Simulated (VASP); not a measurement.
All values below come from G0W0 on PBE orbitals, VASP's PBE PAW potentials (set 64) (plane waves; VASP).

Input for VASP

KPOINTS:
```
K-points
0
gamma
 4 4 4
```

**POSCAR**
```
GaSb
1.0
  0.0000000000   3.0500000000   3.0500000000
  3.0500000000   0.0000000000   3.0500000000
  3.0500000000   3.0500000000   0.0000000000
Ga Sb
1 1
Direct
  0.0000000000   0.0000000000   0.0000000000
  0.2500000000   0.2500000000   0.2500000000
```

**INCAR**
```
ALGO = EVGW0
ENCUT = 500
ENCUTGW = 250
GGA = PE
ISMEAR = 0
LASPH = .True.
LCHARG = .False.
LREAL = .False.
LSPECTRALGW = .True.
LWAVE = .False.
NBANDS = 240
NBANDSGW = 22
NELMGW = 1
NOMEGA = 64
PREC = Normal
SIGMA = 0.01
SYSTEM = GaSb
```

POTCAR, in this order: Ga_d_GW Sb_d_GW (PBE.64 set). Program: vasp_std. Read from the step before: WAVECAR, WAVEDER.

What VASP printed:

**OUTCAR**
```
 ion  position               nearest neighbor table
   1  0.000  0.000  0.000-   2 2.64   2 2.64   2 2.64   2 2.64
   2  0.250  0.250  0.250-   1 2.64   1 2.64   1 2.64   1 2.64
  LATTYP: Found a face centered cubic cell.
 ALAT       =     6.1000000000
 Subroutine PRICEL returns:
 Original cell was already a primitive cell.
 Subroutine GETGRP returns: Found 24 space group operations
The static configuration has the point symmetry T_d .
The dynamic configuration has the point symmetry T_d .
 Subroutine INISYM returns: Found 24 space group operations
 Subroutine IBZKPT returns following result:
 Found      8 irreducible k-points:

 Following reciprocal coordinates:
            Coordinates               Weight
  0.000000  0.000000  0.000000      1.000000
  0.250000  0.000000  0.000000      8.000000
  0.500000  0.000000  0.000000      4.000000
  0.250000  0.250000  0.000000      6.000000
  0.500000  0.250000  0.000000     24.000000
 -0.250000  0.250000  0.000000     12.000000
  0.500000  0.500000  0.000000      3.000000
 -0.250000  0.500000  0.250000      6.000000
 Subroutine IBZKPT_HF returns following result:
   k-points           NKPTS =      8   k-points in BZ     NKDIM =     64   number of bands    NBANDS=    240
   number of dos      NEDOS =    301   number of ions     NIONS =      2
   total plane-waves  NPLWV =  13824
   dimension x,y,z NGX =    24 NGY =   24 NGZ =   24
   dimension x,y,z NGXF=    48 NGYF=   48 NGZF=   48
   ions per type =               1   1
   PREC   = normal    normal or accurate (medium, high low for compatibility)
   ISTART =      1    job   : 0-new  1-cont  2-samecut
   ICHARG =      0    charge: 1-file 2-atom 10-const
   ISPIN  =      1    spin polarized calculation?
   LNONCOLLINEAR =      F non collinear calculations
   LSORBIT =      F    spin-orbit coupling
   INIWAV =      1    electr: 0-lowe 1-rand  2-diag
   ENCUT  =  500.0 eV  36.75 Ry    6.06 a.u.   7.86  7.86  7.86*2*pi/ulx,y,z
   NELM   =     60;   NELMIN=  2; NELMDL=  0     # of ELM steps
...
```

File OSZICAR:
```
energies w=
    0.000    0.000    0.323    0.000    0.645    0.000    0.965    0.000
    1.284    0.000    1.599    0.000    1.911    0.000    2.220    0.000
    2.525    0.000    2.825    0.000    3.121    0.000    3.414    0.000
    3.702    0.000    3.986    0.000    4.267    0.000    4.544    0.000
    4.819    0.000    5.091    0.000    5.361    0.000    5.630    0.000
    5.898    0.000    6.165    0.000    6.433    0.000    6.702    0.000
    6.972    0.000    7.245    0.000    7.521    0.000    7.801    0.000
    8.086    0.000    8.377    0.000    8.675    0.000    8.980    0.000
    9.295    0.000    9.621    0.000    9.959    0.000   10.312    0.000
   10.680    0.000   11.067    0.000   11.474    0.000   11.907    0.000
   12.365    0.000   12.857    0.000   13.385    0.000   13.954    0.000
   14.573    0.000   15.250    0.000   15.994    0.000   16.819    0.000
   17.738    0.000   18.774    0.000   19.949    0.000   21.297    0.000
   22.862    0.000   24.700    0.000   26.892    0.000   29.553    0.000
   32.849    0.000   37.037    0.000   42.534    0.000   50.056    0.000
   60.956    0.000   78.136    0.000  109.134    0.000  181.586    0.000
NQ=   1    0.0000    0.0000    0.0000,
 performed        489000 updates of chi_q(r,r)
NQ=   2    0.2500    0.0000    0.0000,
 performed       1274000 updates of chi_q(r,r)
NQ=   3    0.5000    0.0000    0.0000,
 performed       1974000 updates of chi_q(r,r)
NQ=   4    0.2500    0.2500    0.0000,
 performed       2759000 updates of chi_q(r,r)
NQ=   5    0.5000    0.2500    0.0000,
 performed       3776000 updates of chi_q(r,r)
NQ=   6   -0.2500    0.2500    0.0000,
 performed       4708000 updates of chi_q(r,r)
NQ=   7    0.5000    0.5000    0.0000,
 performed       5345000 updates of chi_q(r,r)
NQ=   8   -0.2500    0.5000    0.2500,
 performed       6109000 updates of chi_q(r,r)
 resolving degeneracies of screened two electron integrals
```

File OUTCAR:
```


 k-point   1 :       0.0000    0.0000    0.0000
  band No.  KS-energies  QP-energies   sigma(KS)   V_xc(KS)     V^pw_x(r,r')   Z            occupation Imag(sigma)

      1     -24.8317     -27.4035     -22.3860     -18.6085     -28.9903       0.6808       2.0000       0.3302
      2     -24.8317     -27.4035     -22.3860     -18.6085     -28.9903       0.6808       2.0000       0.3302
      3     -24.8317     -27.4035     -22.3860     -18.6085     -28.9903       0.6808       2.0000       0.3302
      4     -24.8120     -27.3728     -22.3698     -18.6087     -28.9697       0.6809       2.0000       0.3136
      5     -24.8120     -27.3728     -22.3698     -18.6087     -28.9697       0.6809       2.0000       0.3136
      6     -11.1750     -13.1624     -24.7421     -21.7618     -35.1214       0.6668       2.0000       0.2866
      7     -11.1750     -13.1624     -24.7421     -21.7618     -35.1214       0.6668       2.0000       0.2866
      8     -11.1750     -13.1624     -24.7421     -21.7618     -35.1214       0.6668       2.0000       0.2866
      9     -11.1254     -13.1321     -24.8183     -21.8230     -35.1809       0.6700       2.0000       0.2616
     10     -11.1254     -13.1321     -24.8183     -21.8230     -35.1809       0.6700       2.0000       0.2616
     11      -7.6346      -8.1623     -11.8685     -11.0800     -17.3338       0.6693       2.0000       0.8698
     12       3.9032       3.3625     -12.3789     -11.6883     -13.0744       0.7830       2.0000       0.0509
     13       3.9032       3.3625     -12.3789     -11.6883     -13.0744       0.7830       2.0000       0.0509
     14       3.9032       3.3625     -12.3789     -11.6883     -13.0744       0.7830       2.0000       0.0509
     15       3.9923       4.1942     -11.9181     -12.1751      -7.8496       0.7858       0.0000      -0.0669
     16       6.6677       6.5972      -9.9997      -9.9087      -5.7855       0.7754       0.0000      -0.1110
     17       6.6677       6.5972      -9.9997      -9.9087      -5.7855       0.7754       0.0000      -0.1110
     18       6.6677       6.5972      -9.9997      -9.9087      -5.7855       0.7754       0.0000      -0.1110
     19       9.7434       9.4466      -7.6039      -7.2274      -2.5272       0.7883       0.0000      -0.2456
     20      12.6602      12.6107      -9.8170      -9.7526      -4.6320       0.7673       0.0000      -0.3328
     21      12.6602      12.6107      -9.8170      -9.7526      -4.6320       0.7673       0.0000      -0.3328
     22      13.4055      13.1905      -7.7255      -7.4480      -2.2667       0.7746       0.0000      -0.3785

 k-point   2 :       0.2500    0.0000    0.0000
  band No.  KS-energies  QP-energies   sigma(KS)   V_xc(KS)     V^pw_x(r,r')   Z            occupation Imag(sigma)

      1     -24.8307     -27.4076     -22.3865     -18.6098     -28.9912       0.6823       2.0000       0.3299
      2     -24.8307     -27.4076     -22.3865     -18.6098     -28.9912       0.6823       2.0000       0.3299
      3     -24.8307     -27.4076     -22.3865     -18.6098     -28.9912       0.6823       2.0000       0.3299
      4     -24.8116     -27.3784     -22.3707     -18.6091     -28.9699       0.6824       2.0000       0.3132
      5     -24.8116     -27.3784     -22.3707     -18.6091     -28.9699       0.6824       2.0000       0.3132
      6     -11.1895     -13.1663     -24.6675     -21.7018     -35.0289       0.6666       2.0000       0.2887
      7     -11.1687     -13.1587     -24.7572     -21.7753     -35.1386       0.6674       2.0000       0.2859
      8     -11.1687     -13.1587     -24.7572     -21.7753     -35.1386       0.6674       2.0000       0.2859
      9     -11.1258     -13.1288     -24.8157     -21.8221     -35.1807       0.6691       2.0000       0.2623
     10     -11.1258     -13.1288     -24.8157     -21.8221     -35.1807       0.6691       2.0000       0.2623
     11      -7.0118      -7.5566     -12.0924     -11.2928     -17.2999       0.6813       2.0000       0.8186
     12      -0.1413      -0.6466     -11.7920     -11.1191     -13.6784       0.7510       2.0000       0.1751
     13       3.1901       2.6359     -11.9993     -11.2861     -12.8605       0.7771       2.0000       0.0604
     14       3.1901       2.6359     -11.9993     -11.2861     -12.8605       0.7771       2.0000       0.0604
     15       4.7256       4.7348     -10.5812     -10.5929      -6.6356       0.7845       0.0000      -0.0770
     16       7.5427       7.4772     -10.1346     -10.0497      -5.6825       0.7719       0.0000      -0.1365
     17       7.5427       7.4772     -10.1346     -10.0497      -5.6825       0.7719       0.0000      -0.1365
     18       9.1496       9.1064     -10.5708     -10.5148      -5.5945       0.7705       0.0000      -0.2040
     19      11.1239      10.8136      -7.5874      -7.1877      -2.3571       0.7764       0.0000      -0.2928
     20      11.5629      11.4073      -9.0231      -8.8221      -3.9683       0.7741       0.0000      -0.2943
     21      11.5629      11.4073      -9.0231      -8.8221      -3.9683       0.7741       0.0000      -0.2943
     22      13.6868      13.4900      -8.6926      -8.4385      -3.0006       0.7746       0.0000      -0.4575

 k-point   3 :       0.5000    0.0000    0.0000
  band No.  KS-energies  QP-energies   sigma(KS)   V_xc(KS)     V^pw_x(r,r')   Z            occupation Imag(sigma)

      1     -24.8311     -27.4051     -22.3844     -18.6089     -28.9890       0.6818       2.0000       0.3361
      2     -24.8290     -27.4124     -22.3881     -18.6116     -28.9926       0.6841       2.0000       0.3266
      3     -24.8290     -27.4124     -22.3881     -18.6116     -28.9926       0.6841       2.0000       0.3266
      4     -24.8110     -27.3858     -22.3724     -18.6101     -28.9707       0.6844       2.0000       0.3125
      5     -24.8110     -27.3858     -22.3724     -18.6101     -28.9707       0.6844       2.0000       0.3125
      6     -11.2036     -13.1715     -24.6023     -21.6484     -34.9470       0.6662       2.0000       0.2906
      7     -11.1636     -13.1544     -24.7677     -21.7840     -35.1486       0.6672       2.0000       0.2843
      8     -11.1636     -13.1544     -24.7677     -21.7840     -35.1486       0.6672       2.0000       0.2843
      9     -11.1255     -13.1298     -24.8187     -21.8262     -35.1881       0.6698       2.0000       0.2642
     10     -11.1255     -13.1298     -24.8187     -21.8262     -35.1881       0.6698       2.0000       0.2642
     11      -5.9855      -6.5518     -12.6589     -11.8482     -17.3929       0.6985       2.0000       0.6931
     12      -2.5096      -3.0634     -11.1201     -10.3537     -14.3149       0.7226       2.0000       0.3874
     13       2.7324       2.1561     -11.8989     -11.1519     -12.9615       0.7715       2.0000       0.0710
     14       2.7324       2.1561     -11.8989     -11.1519     -12.9615       0.7715       2.0000       0.0710
     15       4.3199       4.3065     -10.4539     -10.4369      -6.6154       0.7872       0.0000      -0.0720
     16       7.6489       7.5533      -9.6723      -9.5489      -5.2158       0.7749       0.0000      -0.1408
     17       7.6489       7.5533      -9.6723      -9.5489      -5.2158       0.7749       0.0000      -0.1408
     18      10.3838      10.0310      -7.4371      -6.9858      -2.3136       0.7817       0.0000      -0.2614
     19      13.3496      13.2040      -9.8185      -9.6302      -4.0670       0.7733       0.0000      -0.4615
     20      13.8850      13.8097      -9.4769      -9.3779      -3.6322       0.7611       0.0000      -0.4812
     21      13.8850      13.8097      -9.4769      -9.3779      -3.6322       0.7611       0.0000      -0.4812
     22      14.1962      14.2567     -10.5371     -10.6169      -4.1441       0.7578       0.0000      -0.6310

 k-point   4 :       0.2500    0.2500    0.0000
  band No.  KS-energies  QP-energies   sigma(KS)   V_xc(KS)     V^pw_x(r,r')   Z            occupation Imag(sigma)

      1     -24.8333     -27.4026     -22.3831     -18.6062     -28.9879       0.6803       2.0000       0.3360
      2     -24.8287     -27.4147     -22.3890     -18.6126     -28.9937       0.6848       2.0000       0.3265
      3     -24.8287     -27.4147     -22.3890     -18.6126     -28.9937       0.6848       2.0000       0.3265
      4     -24.8129     -27.3677     -22.3679     -18.6072     -28.9674       0.6794       2.0000       0.3149
      5     -24.8104     -27.3855     -22.3732     -18.6107     -28.9715       0.6844       2.0000       0.3118
      6     -11.1998     -13.1720     -24.6379     -21.6777     -34.9954       0.6662       2.0000       0.2908
      7     -11.1619     -13.1563     -24.7762     -21.7919     -35.1602       0.6683       2.0000       0.2849
      8     -11.1619     -13.1563     -24.7762     -21.7919     -35.1602       0.6683       2.0000       0.2849
      9     -11.1309     -13.1259     -24.7977     -21.8051     -35.1573       0.6666       2.0000       0.2621
     10     -11.1237     -13.1335     -24.8197     -21.8269     -35.1879       0.6715       2.0000       0.2633
     11      -6.7902      -7.3351     -12.1466     -11.3466     -17.2562       0.6810       2.0000       0.7985
     12      -0.1629      -0.6236     -12.2608     -11.6481     -14.0848       0.7520       2.0000       0.1669
     13       2.2137       1.6335     -11.5188     -10.7627     -12.6869       0.7673       2.0000       0.0820
     14       2.2137       1.6335     -11.5188     -10.7627     -12.6869       0.7673       2.0000       0.0820
     15       5.1499       5.0093      -9.5011      -9.3222      -5.6522       0.7862       0.0000      -0.0846
     16       6.6318       6.5438      -9.9825      -9.8698      -5.6369       0.7813       0.0000      -0.1132
     17       9.4405       9.4157     -10.7928     -10.7600      -5.7766       0.7580       0.0000      -0.2177
     18       9.4405       9.4157     -10.7928     -10.7600      -5.7766       0.7580       0.0000      -0.2177
     19      10.4443      10.3581      -9.7091      -9.5984      -4.6746       0.7789       0.0000      -0.2480
     20      13.0447      12.8311      -8.6206      -8.3429      -2.9624       0.7694       0.0000      -0.4194
     21      13.4917      13.4587      -9.7839      -9.7412      -4.3883       0.7734       0.0000      -0.4087
     22      15.2175      14.9654      -7.9827      -7.6533      -2.2466       0.7654       0.0000      -0.5249

 k-point   5 :       0.5000    0.2500    0.0000
  band No.  KS-energies  QP-energies   sigma(KS)   V_xc(KS)     V^pw_x(r,r')   Z            occupation Imag(sigma)

      1     -24.8324     -27.4063     -22.3839     -18.6073     -28.9886       0.6815       2.0000       0.3367
...
```
(Selected blocks of OUTCAR.)

The mesh is coarse and the basis finite, so the quasiparticle values are not converged. VASP warned that its frequency grid is unfit for quasiparticle energies.

The compound is GaSb in the zinc blende structure. The cell was not relaxed at this level. The k-mesh is coarse (spacing up to 0.45 per Å, 2π included), so the numbers may not be converged in it.
